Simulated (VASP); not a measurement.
Bulk modulus of bcc metals: LDA against PBE

VASP (plane waves, PAW); cells keep the symmetry of their structure type. Static lattice, from a third-order Birch-Murnaghan fit over five volumes at each level.

Here x stands for PBE B0 and y for LDA B0.

| solid | PBE B0 (GPa) | LDA B0 (GPa) | cut-off (eV) |
|---|---|---|---|
| Cs | 2.0 | 2.4 | 520 |
| Rb | 2.8 | 3.6 | 520 |
| K | 3.6 | ? | 520 |
| Na | 7.8 | 9.2 | 520 |
| Ba | 8.6 | 10.8 | 520 |
| Ta | 194.6 | 212.8 | 520 |
| Mo | 261.2 | 291.2 | 520 |

Taking a straight line for y over the 6 complete rows: With u = x - 80, the rows have u = -78.00, -77.20, -72.20, -71.40, 114.60, 181.20. Means: u -0.50000, y 88.33. About the means, the sum of products is 75517 and the sum of squares of u is 68320; the slope is their ratio. Least squares gives y = 88.89 + 1.10534·u. Residuals (row less fit): -0.27, 0.04, 0.12, 0.83, -2.76, 2.02; standard error 1.77 (degrees of freedom: 4). The slope is 1.11 with a standard error of 0.0068.

Problem. What does the fit predict for y at x = 3.6, and how far is the calculated value from it?

Solution. u = -76.40, so y = 88.89 + 1.10534 × (-76.40) = 4.44 GPa. The calculation gives 4.5 GPa, 0.06 GPa above the prediction (0.0 % of the range of y in the table). The row lies between fitted rows. From the scatter of the fitted rows alone, a prediction at this place has a standard error of 1.98 GPa, so the miss is 0.0 times that.

The rows are a random draw from the solids of this series computed here; series whose standard error about the line passes 12 to 30 % of the range of y, or with no trend, aren't shown in this form.
